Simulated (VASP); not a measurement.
MgO (space group P6_3/mmc): the band gap from VASP (plane waves, PAW) at several levels of theory. Gaps are without spin-orbit coupling. Each level names its cell: its own relaxed one, PBE's, or the starting one. A gap is the smallest over the k-mesh and a band path; hybrids may have named points in place of the path, and GW has the mesh alone.

| level | band gap (eV) |
|---|---|
| PBEsol (own cell) | 3.28 |
| r2SCAN (own cell) | 4.11 |
| HSE06 (PBE cell) | 4.87 |

The cell of the PBEsol (own cell) run:

```
CELL_PARAMETERS angstrom
      3.49189     0.00000     0.00000
     -1.74594     3.02407     0.00000
      0.00000     0.00000     4.18881
ATOMIC_POSITIONS crystal
  Mg 0.66667 0.33333 0.75000
  Mg 0.33333 0.66667 0.25000
  O  0.66667 0.33333 0.25000
  O  0.33333 0.66667 0.75000
```

Only levels that ran to the end are used. Left out are those held back, those with too coarse a band path, GW runs whose mesh misses a band edge, hybrids' fits of cells that aren't cubic and levels without matching references; a question may draw on a part of the rest.

The structure comes from a computed database's MgO entry (P6_3/mmc); how it stands against other phases isn't given here.
